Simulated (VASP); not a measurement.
Consider the following.

```
Rh
1.0
    0.00000     2.71189     2.71189
    2.71189     0.00000     2.71189
    2.71189     2.71189     0.00000
Rh
2
Cartesian
  4.06783   4.06783   4.06783
  2.71189   2.71189   2.71189
```

Calculation: PBEsol GGA, VASP's PBE PAW potentials (set 64) (plane waves; VASP 6.6.1). Run with 400 eV cut-off, 13×13×13 Γ-centred mesh, tetrahedra with Blöchl corrections, potentials Rh_pv.

**Question.** Estimate the energy per atom (σ→0), band gap (on the k-mesh) with the smallest direct gap where there is one.

**Answer.** 
```json
{
  "band gap (on the k-mesh)": "none (metal, semimetal or under 0.01 eV)",
  "energy per atom (σ→0)": "-6.848 eV/atom"
}
```

Only differences to runs with the same potentials and settings are physical.

The structure was generated: Rh was put into the diamond type (Fd-3m), which need not be its known phase. It was relaxed first, which changed the volume by +13 %.
